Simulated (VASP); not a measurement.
Data:

```xyz
4
Lattice="3.8897 0.0000 0.0000 0.0000 3.8897 0.0000 0.0000 0.0000 3.8897" Properties=species:S:1:pos:R:3 pbc="T T T"
Li     0.0000     1.9449     1.9449
Li     1.9449     1.9449     0.0000
Li     1.9449     0.0000     1.9449
Cr     0.0000     0.0000     0.0000
```
Starting moments (μB, in the order of the record's atoms Li Li Li Cr): 0.0 0.0 0.0 3.0.

Level of theory: PBE GGA, VASP's PBE PAW potentials (set 64) (plane waves; VASP 6.6.1). Settings: 400 eV cut-off, 6×6×6 Γ-centred mesh, Gaussian smearing of 0.10 eV, potentials Li_sv Cr_pv.

At this cut-off the stress carries a Pulay error, which pulls relaxed volumes low. Energy and stress use the plane-wave basis of the starting cell. The moments were started parallel, and other spin orders were not tried in this run.

**Question.** The ions, cell shape and volume are relaxed. Predict the relaxed structure.

**Answer.** 
```xyz
4
Lattice="3.9534 0.0000 0.0000 0.0000 3.9534 0.0000 0.0000 0.0000 3.9534" Properties=species:S:1:pos:R:3 pbc="T T T"
Li     0.0000     1.9767     1.9767
Li     1.9767     1.9767     0.0000
Li     1.9767     0.0000     1.9767
Cr     0.0000     0.0000     0.0000
```
Space group Pm-3m (221), at a tolerance of 0.03 Å. The cell ends with 4.60 μB, on the sites 0.00 0.00 0.00 3.96 μB.

**Question.** How do energy and volume change from the first to the last step?

**Answer.** The energy (σ→0) changes by -6.1 meV/atom and the volume by +5.0 %, in 3 ionic steps.

The structure was generated: Li3Cr was put into an ordered model structure, which need not be its known phase. This run relaxes it. Symmetry was kept, so distortions that lower it aren't found. The run is one of a series of settings (EDIFFG = -0.01, IBRION = 2, ISIF = 3, NSW = 50 against the base run), some of them coarse on purpose.
